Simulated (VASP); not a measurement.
# SiSn (relaxed from the litharge structure, space group P4/nmm): computed properties

Level of theory: PBEsol GGA, VASP's PBE PAW potentials (set 64) (plane waves; VASP 6.6.1).

```
Item                                                                                                      Result
----------------------------------  ----------------------------------------------------------------------------
space group                                                                                         P4/nmm (129)
cell                                a = 3.4527 Å, b = 3.4527 Å, c = 7.2875 Å, α = 90.00°, β = 90.00°, γ = 90.00°
volume per atom                                                                                    21.72 Å³/atom
band gap (over mesh and band path)                                      none (metal, semimetal or under 0.01 eV)
density                                                                                               5.61 g/cm³
```

```cif
data_Si2Sn2
_chemical_formula_sum 'Sn2 Si2'
_space_group_name_H-M_alt 'P4/nmm :1'
_space_group_IT_number 129
_space_group_name_Hall 'P 4ab 2ab -1ab'
_cell_length_a 3.45270
_cell_length_b 3.45270
_cell_length_c 7.28746
_cell_angle_alpha 90.000
_cell_angle_beta 90.000
_cell_angle_gamma 90.000
loop_
_space_group_symop_operation_xyz
  'x, y, z'
  '-y+1/2, x+1/2, z'
  '-x, -y, z'
  'y+1/2, -x+1/2, z'
  'x+1/2, -y+1/2, -z'
  '-y, -x, -z'
  '-x+1/2, y+1/2, -z'
  'y, x, -z'
  '-x+1/2, -y+1/2, -z'
  'y, -x, -z'
  'x+1/2, y+1/2, -z'
  '-y, x, -z'
  '-x, y, z'
  'y+1/2, x+1/2, z'
  'x, -y, z'
  '-y+1/2, -x+1/2, z'
loop_
_atom_site_label
_atom_site_type_symbol
_atom_site_symmetry_multiplicity
_atom_site_Wyckoff_symbol
_atom_site_fract_x
_atom_site_fract_y
_atom_site_fract_z
_atom_site_occupancy
Sn1 Sn 2 c 0.50000 0.00000 0.34352 1
Si1 Si 2 a 0.00000 0.00000 0.00000 1
```

Unless said otherwise, spin-orbit coupling is left out, though it shifts the bands of the heavy elements here.

The structure was generated: SiSn was put into the litharge type (P4/nmm), which need not be its known phase. It was relaxed first, which changed the volume by -42 %. Symmetry was kept, so distortions that lower it aren't found.
